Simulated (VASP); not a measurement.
All values below come from PBE GGA, VASP's PBE PAW potentials (set 64) (plane waves; VASP 6.6.1).

VASP input:

### KPOINTS
```
Automatic mesh
0
Gamma
8 8 8
0 0 0
```

### INCAR
```
ALGO = Normal
EDIFF = 1E-6
EDIFFG = -0.02
ENCUT = 500
GGA = PE
IBRION = 2
ISIF = 3
ISMEAR = 0
LASPH = T
LCHARG = F
LMAXMIX = 4
LREAL = F
LWAVE = F
NELM = 100
NSW = 40
PREC = Accurate
SIGMA = 0.05
SYSTEM = MgSe
```

File POSCAR:
```
MgSe
1
    0.0000000000     2.7518329873     2.7518329873
    2.7518329873     0.0000000000     2.7518329873
    2.7518329873     2.7518329873     0.0000000000
Mg Se
1 1
Direct
  0.0000000000   0.0000000000   0.0000000000
  0.5000000000   0.5000000000   0.5000000000
```

POTCAR, in this order: Mg Se (PBE.64 set). Program: vasp_std.

What does the run give for the energy per atom (σ→0), band gap (on the k-mesh)?

| Property | Value |
|---|---|
| energy per atom (σ→0) | -3.745 eV/atom |
| band gap (on the k-mesh) | 1.75 eV |

**OSZICAR**
```
...
DAV:   6    -0.753485002350E+01    0.26698E+00   -0.57008E-01   504   0.351E+00    0.186E+00
DAV:   7    -0.749099421999E+01    0.43856E-01   -0.23389E-01   592   0.241E+00    0.931E-01
DAV:   8    -0.749041621048E+01    0.57801E-03   -0.95692E-03   520   0.715E-01    0.207E-01
DAV:   9    -0.749037966650E+01    0.36544E-04   -0.12945E-04   640   0.854E-02    0.124E-01
DAV:  10    -0.749040004462E+01   -0.20378E-04   -0.17339E-04   544   0.739E-02    0.272E-02
DAV:  11    -0.749039456796E+01    0.54767E-05   -0.23457E-05   512   0.238E-02    0.102E-02
DAV:  12    -0.749039467043E+01   -0.10246E-06   -0.19856E-06   440   0.841E-03
   1 F= -.74903947E+01 E0= -.74903947E+01  d E =-.749039E+01
```

The compound is MgSe in the rock salt structure. It was relaxed first.
